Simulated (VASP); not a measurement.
Level of theory: PBE GGA, VASP's PBE PAW potentials (set 64) (plane waves; VASP 6.6.1).

Input for VASP

**KPOINTS**
```
Automatic
0
gamma
  19 19 19
0 0 0
```

POSCAR:
```
Fe
1
   -1.3613815896     1.3613815896     1.3613815896
    1.3613815896    -1.3613815896     1.3613815896
    1.3613815896     1.3613815896    -1.3613815896
Fe
1
Direct
  0.0000000000   0.0000000000   0.0000000000
```

INCAR:
```
ALGO=Normal
EDIFF=1E-6
EDIFFG=-0.02
ENCUT=500
GGA=PE
IBRION=2
ISIF=3
ISMEAR=1
ISPIN=2
LASPH=.TRUE.
LCHARG=.FALSE.
LMAXMIX=4
LORBIT=10
LREAL=.FALSE.
LWAVE=.FALSE.
MAGMOM=2.2
NELM=100
NSW=40
PREC=Accurate
PSTRESS=300
SIGMA=0.1
SYSTEM=Fe
```

POTCAR, in this order: Fe (PBE.64 set). Program: vasp_std.

Task: Estimate the energy per atom (σ→0), cell moment, volume per atom, band gap (on the k-mesh).

Result: 
```json
{
 "energy per atom (σ→0)": "-8.134 eV/atom",
 "cell_moment": "1.97 μB",
 "band gap (on the k-mesh)": "none (metal, semimetal or under 0.01 eV)",
 "volume_per_atom": "10.07 Å³/atom"
}
```

### OSZICAR
```
...
       N       E                     dE             d eps       ncg     rms          rms(c)
DAV:   1    -0.813557628024E+01   -0.10536E-01   -0.35869E-02  8230   0.345E+00    0.403E-01
DAV:   2    -0.813410110098E+01    0.14752E-02   -0.15106E-02  8354   0.191E+00    0.327E-01
DAV:   3    -0.813397801906E+01    0.12308E-03   -0.88786E-04  8500   0.491E-01    0.124E-01
DAV:   4    -0.813396130333E+01    0.16716E-04   -0.12008E-05  8541   0.594E-02    0.278E-02
DAV:   5    -0.813394722660E+01    0.14077E-04   -0.20999E-05  8216   0.536E-02    0.518E-03
DAV:   6    -0.813394760655E+01   -0.37995E-06   -0.49950E-07  4208   0.975E-03
   3 F= -.62485115E+01 E0= -.62483133E+01  d E =-.560753E-04  mag=     1.9693
```

The compound is Fe in the bcc structure. This run relaxes it under an external pressure of 30 GPa. Symmetry was kept, so distortions that lower it aren't found.
